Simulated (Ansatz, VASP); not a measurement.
KRu2: VASP beside Ansatz

```xyz
3
Lattice="3.7472 0.0000 0.0000 -1.8736 3.2451 0.0000 0.0000 0.0000 6.4789" Properties=species:S:1:pos:R:3 pbc="T T T"
K     0.0000    0.0000    0.0000
Ru    1.8736    1.0817    3.6892
Ru    0.0000    2.1634    2.7897
```

Alike in both runs: functional PBE; k mesh 15 × 15 × 8; occupations gaussian, width 0.1 eV; no spin polarisation.

Ansatz relaxed the structure, and its values are those at the end. VASP's run is a single point on that final structure, the one shown.

|  | VASP | Ansatz |
| --- | --- | --- |
| version | VASP 6.6.1 | Ansatz 0.2.0 |
| potentials or method | VASP PAW PBE potentials, release 64 (K_sv, Ru_pv) | scalar-relativistic, plane waves, PAW |
| plane-wave cutoff (eV) | 520 | 420 |
| valence electrons in the cell | 37 | 41 |

|  | VASP | Ansatz | Ansatz less VASP |
| --- | --- | --- | --- |
| gap on the k mesh at the Fermi level (eV) | none | none | - |
| pressure (GPa) | 0.1 | 0.0 | -0.15 |
| rms of the force components (eV/Å) | 0.024 | 0.000 | -0.0237 |

A gap of «none» marks a metal or a gap that the smearing closes. The two sets of potentials don't hold the same shells in valence.
